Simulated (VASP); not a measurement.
A VASP calculation is set up with these files.

### POSCAR
```
CoO
1.0
  4.2764199048   2.1342764230   2.1342764230
  2.1342764230   4.2764199048   2.1342764230
  2.1342764230   2.1342764230   4.2764199048
Co O
2 2
Cart
  0.0000000000   0.0000000000   0.0000000000
  4.2724863754   4.2724863754   4.2724863754
  2.1362431877   2.1362431877   2.1362431877
  6.4087295631   6.4087295631   6.4087295631
```

INCAR:
```
SYSTEM  =  CoO
PREC  =  Accurate; ENCUT  =  520; LREAL  =  .FALSE.
LASPH  =  .TRUE.
EDIFF  =  1E-6; NELM  =  100; ALGO  =  Normal
LMAXMIX  =  4
ISMEAR  =  0; SIGMA  =  0.05
GGA  =  PE
MAGMOM  =  3.0 -3.0 0.0 0.0
ISPIN  =  2
LDAUL  =  2 -1
LDAUU  =  3.32 0
LDAUJ  =  0 0
LDAU  =  .TRUE.; LDAUTYPE  =  2; LDAUPRINT  =  1
IBRION  =  2; NSW  =  60; ISIF  =  3
EDIFFG  =  -0.02
LWAVE  =  .FALSE.; LCHARG  =  .FALSE.; LORBIT  =  10
```

KPOINTS:
```
Automatic mesh
0
Gamma
8 8 8
0 0 0
```

POTCAR, in this order: Co O (PBE.64 set). Program: vasp_std.

**Question.** Translate this PBE+U calculation to Quantum ESPRESSO's pw.x.

**Answer.** One equivalent input (not run):
```
&CONTROL
  calculation = 'vc-relax'
  pseudo_dir = './pseudo'
  outdir = './out'
  tprnfor = .true.
  tstress = .true.
  nstep = 60
  forc_conv_thr = 0.00078
/
&SYSTEM
  ibrav = 0
  nat = 4
  ntyp = 3
  ecutwfc = 96
  occupations = 'smearing'
  smearing = 'gaussian'
  degauss = 0.003675
  input_dft = 'pbe'
  nspin = 2
  starting_magnetization(1) = 0.3
  starting_magnetization(2) = -0.3
/
&ELECTRONS
  conv_thr = 7.3e-08
  electron_maxstep = 100
/
&IONS
/
&CELL
/
ATOMIC_SPECIES
  Co1 58.933 Co.upf
  Co2 58.933 Co.upf
  O 15.999 O.upf
CELL_PARAMETERS angstrom
     4.2764199    2.1342764    2.1342764
     2.1342764    4.2764199    2.1342764
     2.1342764    2.1342764    4.2764199
ATOMIC_POSITIONS crystal
  Co1  0.0000000  0.0000000  0.0000000
  Co2  0.5000000  0.5000000  0.5000000
  O    0.2500000  0.2500000  0.2500000
  O    0.7500000  0.7500000  0.7500000
K_POINTS automatic
  8 8 8 0 0 0
HUBBARD {ortho-atomic}
U Co1-3d 3.32
U Co2-3d 3.32
```
What does not carry over: the potentials are each code's own (VASP's PAW set, PseudoDojo norm-conserving files in pw.x), so ENCUT and ecutwfc are chosen apart and not converted; conv_thr bounds pw.x's estimated SCF error, while EDIFF bounds the energy change between steps; starting_magnetization is a fraction of the valence charge and MAGMOM a moment in μB, so they match only roughly; the +U projectors differ (PAW spheres against orthogonalised atomic orbitals), so the same U acts differently; forc_conv_thr acts on force components and is met together with etot_conv_thr.

The compound is CoO in the rock salt, AFM-II order structure. This run relaxes it. Symmetry was kept, so distortions that lower it aren't found. The start is the result of an earlier pass.
